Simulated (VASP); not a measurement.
Computed with PBE GGA, VASP's PBE PAW potentials (set 64) (plane waves; VASP).

VASP ran on this input.

INCAR:
```
# general
SYSTEM   =  In32ZnP32
PREC     =  Normal
ENCUT    =  400   # plane-wave cut-off (eV)
LREAL    =  Auto
LASPH    =  .TRUE.   # aspherical one-centre terms
ISYM     =  0

# electronic loop
EDIFF    =  1E-5
NELM     =  100
NELMIN   =  4
ALGO     =  Fast   # Davidson, then RMM-DIIS
LMAXMIX  =  4

# smearing
ISMEAR   =  0   # Gaussian
SIGMA    =  0.05   # width (eV)

# functional
GGA      =  PE   # PBE

# ions
IBRION   =  2   # conjugate gradients
NSW      =  60   # most ionic steps
ISIF     =  2
EDIFFG   =  -0.03

# output
LWAVE    =  .TRUE.
LCHARG   =  .FALSE.
```

### POSCAR
```
In32ZnP32
1
   11.9995217336     0.0000000000     0.0000000000
    0.0000000000    11.9995217336    -0.0000000000
   -0.0000000000    -0.0000000000    11.9995217336
In P Zn
32 32 1
Direct
  0.5000000000   0.0000000000   0.0000000000
  0.7500000000   0.2500000000   0.0000000000
  0.7500000000   0.0000000000   0.2500000000
  0.0000000000   0.0000000000   0.0000000000
  0.2500000000   0.2500000000   0.0000000000
  0.5000000000   0.5000000000   0.0000000000
  0.7500000000   0.7500000000   0.0000000000
  0.2500000000   0.0000000000   0.2500000000
  0.4979310000   0.2463320000   0.2536390000
  0.7500000000   0.5000000000   0.2500000000
  0.5000000000   0.0000000000   0.5000000000
  0.7500000000   0.2500000000   0.5000000000
  0.7500000000   0.0000000000   0.7500000000
  0.0000000000   0.5000000000   0.0000000000
  0.2500000000   0.7500000000   0.0000000000
  0.0000000000   0.2500000000   0.2500000000
  0.2473530000   0.5019100000   0.2510010000
  0.5000000000   0.7500000000   0.2500000000
  0.0000000000   0.0000000000   0.5000000000
  0.2533820000   0.2493200000   0.5004440000
  0.4995470000   0.4976530000   0.5032850000
  0.7500000000   0.7500000000   0.5000000000
  0.2500000000   0.0000000000   0.7500000000
  0.5000000000   0.2500000000   0.7500000000
  0.7500000000   0.5000000000   0.7500000000
  0.0000000000   0.7500000000   0.2500000000
  0.0000000000   0.5000000000   0.5000000000
  0.2500000000   0.7500000000   0.5000000000
  0.0000000000   0.2500000000   0.7500000000
  0.2500000000   0.5000000000   0.7500000000
  0.5000000000   0.7500000000   0.7500000000
  0.0000000000   0.7500000000   0.7500000000
  0.6250000000   0.1250000000   0.1250000000
  0.8750000000   0.3750000000   0.1250000000
  0.8750000000   0.1250000000   0.3750000000
  0.1250000000   0.1250000000   0.1250000000
  0.3740430000   0.3735980000   0.1251130000
  0.6250000000   0.6250000000   0.1250000000
  0.8750000000   0.8750000000   0.1250000000
  0.3713870000   0.1210140000   0.3720400000
  0.6253970000   0.3789800000   0.3783840000
  0.8750000000   0.6250000000   0.3750000000
  0.6250000000   0.1250000000   0.6250000000
  0.8750000000   0.3750000000   0.6250000000
  0.8750000000   0.1250000000   0.8750000000
  0.1250000000   0.6250000000   0.1250000000
  0.3750000000   0.8750000000   0.1250000000
  0.1260020000   0.3730020000   0.3764890000
  0.3759010000   0.6266260000   0.3753440000
  0.6250000000   0.8750000000   0.3750000000
  0.1250000000   0.1250000000   0.6250000000
  0.3760340000   0.3789900000   0.6264110000
  0.6250000000   0.6250000000   0.6250000000
  0.8750000000   0.8750000000   0.6250000000
  0.3750000000   0.1250000000   0.8750000000
  0.6250000000   0.3750000000   0.8750000000
  0.8750000000   0.6250000000   0.8750000000
  0.1250000000   0.8750000000   0.3750000000
  0.1250000000   0.6250000000   0.6250000000
  0.3750000000   0.8750000000   0.6250000000
  0.1250000000   0.3750000000   0.8750000000
  0.3750000000   0.6250000000   0.8750000000
  0.6250000000   0.8750000000   0.8750000000
  0.1250000000   0.8750000000   0.8750000000
  0.3760430000   0.3773610000   0.3753720000
```

**KPOINTS**
```
Regular mesh
0
gamma
  1 1 1
```

POTCAR, in this order: In P Zn (PBE.64 set). Program: vasp_gam.

The resulting files:

### OSZICAR
```
...
RMM:   6    -0.262853299311E+03   -0.10211E-04   -0.16270E-04   352   0.251E-02    0.268E-02
RMM:   7    -0.262853301305E+03   -0.19942E-05   -0.35871E-05   240   0.115E-02
   3 F= -.26285330E+03 E0= -.26285330E+03  d E =-.397326E+00
       N       E                     dE             d eps       ncg     rms          rms(c)
DAV:   1    -0.262926351697E+03   -0.73052E-01   -0.24262E+00   348   0.248E+00    0.787E-01
RMM:   2    -0.262937846477E+03   -0.11495E-01   -0.14126E-01   334   0.714E-01    0.186E-01
RMM:   3    -0.262940414157E+03   -0.25677E-02   -0.28861E-02   344   0.337E-01    0.185E-01
RMM:   4    -0.262940563719E+03   -0.14956E-03   -0.47588E-03   362   0.146E-01    0.140E-01
RMM:   5    -0.262940475943E+03    0.87776E-04   -0.18285E-03   335   0.792E-02    0.366E-02
RMM:   6    -0.262940472967E+03    0.29762E-05   -0.32147E-04   341   0.395E-02    0.224E-02
RMM:   7    -0.262940469752E+03    0.32145E-05   -0.10588E-04   306   0.189E-02    0.210E-02
RMM:   8    -0.262940471046E+03   -0.12939E-05   -0.19844E-05   211   0.992E-03
   4 F= -.26294047E+03 E0= -.26294047E+03  d E =-.871697E-01
       N       E                     dE             d eps       ncg     rms          rms(c)
DAV:   1    -0.262956349294E+03   -0.15880E-01   -0.75149E+00   341   0.439E+00    0.141E+00
RMM:   2    -0.262992270811E+03   -0.35922E-01   -0.43799E-01   334   0.126E+00    0.321E-01
RMM:   3    -0.263000402441E+03   -0.81316E-02   -0.89776E-02   343   0.590E-01    0.341E-01
RMM:   4    -0.263000942598E+03   -0.54016E-03   -0.14959E-02   365   0.256E-01    0.272E-01
RMM:   5    -0.263000595347E+03    0.34725E-03   -0.58830E-03   335   0.141E-01    0.688E-02
RMM:   6    -0.263000600510E+03   -0.51630E-05   -0.10405E-03   351   0.718E-02    0.426E-02
RMM:   7    -0.263000572280E+03    0.28230E-04   -0.30183E-04   333   0.340E-02    0.407E-02
RMM:   8    -0.263000579775E+03   -0.74946E-05   -0.10784E-04   326   0.188E-02    0.941E-03
RMM:   9    -0.263000581807E+03   -0.20327E-05   -0.25084E-05   222   0.889E-03
   5 F= -.26300058E+03 E0= -.26300058E+03  d E =-.147281E+00
       N       E                     dE             d eps       ncg     rms          rms(c)
DAV:   1    -0.263029281307E+03   -0.28702E-01   -0.11266E+00   364   0.185E+00    0.609E-01
RMM:   2    -0.263034685276E+03   -0.54040E-02   -0.71397E-02   334   0.542E-01    0.158E-01
RMM:   3    -0.263035940317E+03   -0.12550E-02   -0.15228E-02   357   0.253E-01    0.129E-01
RMM:   4    -0.263035841877E+03    0.98440E-04   -0.19275E-03   335   0.104E-01    0.619E-02
RMM:   5    -0.263035867580E+03   -0.25703E-04   -0.76723E-04   337   0.575E-02    0.215E-02
RMM:   6    -0.263035871190E+03   -0.36098E-05   -0.19226E-04   356   0.281E-02    0.209E-02
RMM:   7    -0.263035878318E+03   -0.71283E-05   -0.90206E-05   316   0.159E-02
   6 F= -.26303588E+03 E0= -.26303588E+03  d E =-.352965E-01
       N       E                     dE             d eps       ncg     rms          rms(c)
DAV:   1    -0.263039637344E+03   -0.37662E-02   -0.57207E-01   364   0.132E+00    0.433E-01
RMM:   2    -0.263042356750E+03   -0.27194E-02   -0.35847E-02   334   0.384E-01    0.113E-01
RMM:   3    -0.263042996147E+03   -0.63940E-03   -0.77219E-03   359   0.180E-01    0.923E-02
RMM:   4    -0.263042945578E+03    0.50569E-04   -0.96249E-04   335   0.735E-02    0.442E-02
RMM:   5    -0.263042958708E+03   -0.13130E-04   -0.39028E-04   337   0.409E-02    0.155E-02
RMM:   6    -0.263042959530E+03   -0.82271E-06   -0.93897E-05   322   0.201E-02
   7 F= -.26304296E+03 E0= -.26304296E+03  d E =-.423777E-01
       N       E                     dE             d eps       ncg     rms          rms(c)
DAV:   1    -0.263050227392E+03   -0.72687E-02   -0.51197E-01   348   0.127E+00    0.366E-01
RMM:   2    -0.263052446714E+03   -0.22193E-02   -0.28587E-02   334   0.355E-01    0.877E-02
RMM:   3    -0.263053039095E+03   -0.59238E-03   -0.64302E-03   354   0.169E-01    0.916E-02
RMM:   4    -0.263053017236E+03    0.21859E-04   -0.80328E-04   340   0.691E-02    0.536E-02
RMM:   5    -0.263053019511E+03   -0.22753E-05   -0.41616E-04   336   0.396E-02    0.163E-02
RMM:   6    -0.263053014064E+03    0.54475E-05   -0.68526E-05   308   0.184E-02
   8 F= -.26305301E+03 E0= -.26305301E+03  d E =-.100545E-01
       N       E                     dE             d eps       ncg     rms          rms(c)
DAV:   1    -0.263053829684E+03   -0.81017E-03   -0.12489E-01   388   0.629E-01    0.180E-01
RMM:   2    -0.263054403156E+03   -0.57347E-03   -0.72110E-03   334   0.178E-01    0.428E-02
RMM:   3    -0.263054549387E+03   -0.14623E-03   -0.15891E-03   356   0.840E-02    0.481E-02
RMM:   4    -0.263054542627E+03    0.67601E-05   -0.19727E-04   335   0.343E-02    0.281E-02
RMM:   5    -0.263054542881E+03   -0.25443E-06   -0.11180E-04   325   0.201E-02    0.924E-03
RMM:   6    -0.263054540933E+03    0.19484E-05   -0.18764E-05   207   0.954E-03
   9 F= -.26305454E+03 E0= -.26305454E+03  d E =-.115814E-01
       N       E                     dE             d eps       ncg     rms          rms(c)
DAV:   1    -0.263055965262E+03   -0.14224E-02   -0.31343E-01   348   0.974E-01    0.300E-01
RMM:   2    -0.263057627912E+03   -0.16626E-02   -0.19761E-02   334   0.282E-01    0.673E-02
RMM:   3    -0.263057985966E+03   -0.35805E-03   -0.38983E-03   345   0.132E-01    0.638E-02
RMM:   4    -0.263057993688E+03   -0.77213E-05   -0.62419E-04   363   0.571E-02    0.438E-02
RMM:   5    -0.263057981547E+03    0.12141E-04   -0.21515E-04   335   0.304E-02    0.112E-02
RMM:   6    -0.263057982017E+03   -0.47044E-06   -0.41327E-05   241   0.152E-02
  10 F= -.26305798E+03 E0= -.26305798E+03  d E =-.344108E-02
       N       E                     dE             d eps       ncg     rms          rms(c)
DAV:   1    -0.263057987919E+03   -0.63726E-05   -0.39641E-03   388   0.110E-01    0.325E-02
RMM:   2    -0.263058011468E+03   -0.23548E-04   -0.27569E-04   334   0.329E-02    0.831E-03
RMM:   3    -0.263058016118E+03   -0.46503E-05   -0.53364E-05   262   0.154E-02    0.997E-03
RMM:   4    -0.263058016031E+03    0.87311E-07   -0.81832E-06   199   0.665E-03
  11 F= -.26305802E+03 E0= -.26305802E+03  d E =-.347510E-02
       N       E                     dE             d eps       ncg     rms          rms(c)
DAV:   1    -0.263058462425E+03   -0.44631E-03   -0.18016E-01   348   0.702E-01    0.189E-01
RMM:   2    -0.263059072645E+03   -0.61022E-03   -0.73430E-03   334   0.177E-01    0.424E-02
RMM:   3    -0.263059213789E+03   -0.14114E-03   -0.15290E-03   351   0.828E-02    0.408E-02
RMM:   4    -0.263059210825E+03    0.29637E-05   -0.20822E-04   348   0.350E-02    0.261E-02
RMM:   5    -0.263059206856E+03    0.39686E-05   -0.85260E-05   325   0.192E-02
  12 F= -.26305921E+03 E0= -.26305921E+03  d E =-.119083E-02
       N       E                     dE             d eps       ncg     rms          rms(c)
DAV:   1    -0.263059203829E+03    0.69961E-05   -0.79779E-04   396   0.479E-02    0.149E-02
RMM:   2    -0.263059206985E+03   -0.31561E-05   -0.48482E-05   264   0.141E-02    0.466E-03
RMM:   3    -0.263059208133E+03   -0.11478E-05   -0.11625E-05   192   0.720E-03    0.463E-03
RMM:   4    -0.263059208281E+03   -0.14852E-06   -0.22080E-06   183   0.352E-03
  13 F= -.26305921E+03 E0= -.26305921E+03  d E =-.119225E-02
       N       E                     dE             d eps       ncg     rms          rms(c)
DAV:   1    -0.263059524564E+03   -0.31643E-03   -0.15313E-01   348   0.565E-01    0.120E-01
RMM:   2    -0.263059761988E+03   -0.23742E-03   -0.29520E-03   334   0.117E-01    0.282E-02
RMM:   3    -0.263059818902E+03   -0.56915E-04   -0.63986E-04   359   0.546E-02    0.275E-02
RMM:   4    -0.263059814288E+03    0.46142E-05   -0.75104E-05   321   0.222E-02
  14 F= -.26305981E+03 E0= -.26305981E+03  d E =-.606007E-03
```

OUTCAR:
```
------------------------ aborting loop because EDIFF is reached ----------------------------------------
  FORCE on cell =-STRESS in cart. coord.  units (eV):
  Direction    XX          YY          ZZ          XY          YZ          ZX
  --------------------------------------------------------------------------------------
  Total       12.3877168     12.4831913     12.4592428     -0.1320957      0.0397884      0.3210729
  in kB       11.4870905     11.5756236     11.5534163     -0.1224920      0.0368956      0.2977299
  external PRESSURE =      11.5387101 kB  Pullay stress =       0.0000000 kB
  volume of cell :     1727.79
      direct lattice vectors                 reciprocal lattice vectors
    11.999521734  0.000000000  0.000000000     0.083336655  0.000000000  0.000000000
     0.000000000 11.999521734  0.000000000     0.000000000  0.083336655  0.000000000
     0.000000000  0.000000000 11.999521734     0.000000000  0.000000000  0.083336655
  FREE ENERGIE OF THE ION-ELECTRON SYSTEM (eV)
  ---------------------------------------------------
  free  energy   TOTEN  =      -263.0598142880 eV

  energy  without entropy=     -263.0598142880  energy(sigma->0) =     -263.05981429

 reached required accuracy - stopping structural energy minimisation
```
(Selected blocks of OUTCAR.)

### CONTCAR
```
In32ZnP32
   1.00000000000000
    11.9995217336000000    0.0000000000000000    0.0000000000000000
     0.0000000000000000   11.9995217336000000    0.0000000000000000
     0.0000000000000000    0.0000000000000000   11.9995217336000000
  In              P               Zn
    32    32     1
Direct
     0.4978392588869346    0.9979346771524306    0.9980767589238304
     0.7522910680222886    0.2521025492866437    0.9978710450927774
     0.7522009295836894    0.9977193649541455    0.2523059885583983
     0.9994599373083133    0.9999490184305837    0.9996699701634286
     0.2496414799543962    0.2496345756127655    0.0010480504018884
     0.4999777235562716    0.4999033681959280    0.0012026903797515
     0.7502171625859743    0.7501965926576556    0.9997582166144087
     0.2491944668661282    0.9997805911303831    0.2495456823706265
     0.5079265995158945    0.2399363654658203    0.2430158260808279
     0.7490367347655688    0.4999699372418755    0.2499114466140283
     0.5002160421160100    0.9996151720518490    0.5004319934099036
     0.7492446165811462    0.2496163176328263    0.5005700759616160
     0.7496746044550805    0.0000920809458496    0.7498981685319711
     0.9973725784107181    0.4975494721700207    0.9977886094235828
     0.2521856270449814    0.7525819141659860    0.9974577761525905
     0.0006919271025992    0.2496002603430317    0.2499903628453462
     0.2395673124051791    0.5093737136148596    0.2404256536168854
     0.5002089771941424    0.7488584616774974    0.2497637237034290
     0.9980710300547607    0.9980322911605010    0.4979950233052124
     0.2434498250013191    0.2412905811625886    0.5081349373634670
     0.5098034582183777    0.5089358020965048    0.5105559970286647
     0.7529575476665065    0.7526250176975762    0.4978837663270758
     0.2520841972354906    0.9978164309784955    0.7522663732885760
     0.5006338291791641    0.2496494898512051    0.7499567468044117
     0.7526905041572628    0.4978225065713615    0.7528532904643307
     0.9968976002561729    0.7525632545566694    0.2523850175898932
     0.0007303496533928    0.5000516712383503    0.5003609326039570
     0.2496307890279714    0.7488813615990436    0.5004073478208115
     0.9978358252246987    0.2520501148531028    0.7521872193181740
     0.2494734335406383    0.5002731361435607    0.7498694470245220
     0.4977551209089317    0.7527359654147759    0.7532249305127270
     0.9997590898254275    0.7504611064881040    0.7500973728334339
     0.6302583782587045    0.1198537597043450    0.1200374508439498
     0.8749274465430339    0.3748408817970031    0.1264427958588059
     0.8749035987290826    0.1260774101899992    0.3752354946052886
     0.1244230422353158    0.1243689086780815    0.1247647620155224
     0.3746468403272749    0.3749292663213163    0.1290815098951152
     0.6254437372893760    0.6251910611987958    0.1245010438850522
     0.8747056407883299    0.8752462560911114    0.1244582389393585
     0.3746790239002885    0.1260561106653780    0.3750586013611523
     0.6216664636712157    0.3749912426941083    0.3755721626011314
     0.8748881166253066    0.6235634209608459    0.3751879186407311
     0.6247181172517918    0.1244767367211851    0.6252263238454051
     0.8749266918055498    0.3749981418264579    0.6240524205037957
     0.8747488636119553    0.1245447543803766    0.8747572873555635
     0.1186689465763181    0.6313614802830798    0.1189478239937936
     0.3750988477507784    0.8746645539279462    0.1261944824825149
     0.1280722918319163    0.3749429850376110    0.3751307070409930
     0.3750811200197752    0.6209558432523465    0.3753552640405677
     0.6239670279314919    0.8744765931727503    0.3749689031756371
     0.1203805082350326    0.1202207606448002    0.6300125669340138
     0.3753856684246974    0.3752762506373598    0.6229582268366711
     0.6312716372580605    0.6313688844874238    0.6314219231996019
     0.8752501452165610    0.8754887209212424    0.6255584079801434
     0.3750124504317773    0.1261205332839681    0.8752762963299321
     0.6239390650325941    0.3751193852793330    0.8754105683575556
     0.8752647908980380    0.6256055992246591    0.8751650489871433
     0.1259275601362855    0.8744237459367921    0.3752154759938574
     0.1245078713011751    0.6251494468551282    0.6255775652957312
     0.3748970782359327    0.8744617897788587    0.6241357571602770
     0.1260550403915434    0.3748065193660325    0.8753577493910251
     0.3750263295224022    0.6237201556929742    0.8753515101859061
     0.6255410653834569    0.8753739808237602    0.8754110134259915
     0.1244039596882795    0.8752531313796023    0.8749370118396875
     0.3756129883912241    0.3792545262433440    0.3738492458675271
```

The supercell is sampled at Γ alone, which is coarse: total energies, pressure and levels can be off, energies of defects by several tenths of an eV.

The cell is a supercell with a defect, built from InP (zinc blende): Zn_i. The run is not spin-polarised, so no state with unpaired spins was tried.
